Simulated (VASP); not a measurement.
These are PBE GGA, VASP's PBE PAW potentials (set 64) (plane waves; VASP 6.6.1) values and carry that method's errors.

VASP ran on this input.

**KPOINTS**
```
K-points
0
Gamma
  9 9 9
```

File POSCAR:
```
Li2S
1
    0.0000000000     2.8521864848     2.8521864848
    2.8521864848    -0.0000000000     2.8521864848
    2.8521864848     2.8521864848     0.0000000000
Li S
2 1
Direct
  0.2500000000   0.2500000000   0.2500000000
  0.7500000000   0.7500000000   0.7500000000
  0.0000000000   0.0000000000   0.0000000000
```

### INCAR
```
ALGO = Normal
EDIFF = 1E-7
ENCUT = 520
GGA = PE
ISIF = 2
ISMEAR = -5
LASPH = T
LCHARG = T
LORBIT = 11
LREAL = F
LWAVE = F
NEDOS = 601
NELM = 100
PREC = Accurate
SYSTEM = Li2S
```

POTCAR, in this order: Li_sv S (PBE.64 set). Program: vasp_std.

Task: What will the output report for the number of irreducible k-points (NKPTS), largest plane-wave count, number of space-group operations, FFT grid (NGX, NGY, NGZ)?

Result: 
```yaml
number of irreducible k-points (NKPTS): 35
largest_plane_wave_count: 1272
number_of_space_group_operations: 48
FFT grid (NGX, NGY, NGZ): 30 × 30 × 30
```

The compound is Li2S in the antifluorite structure. It was relaxed first.
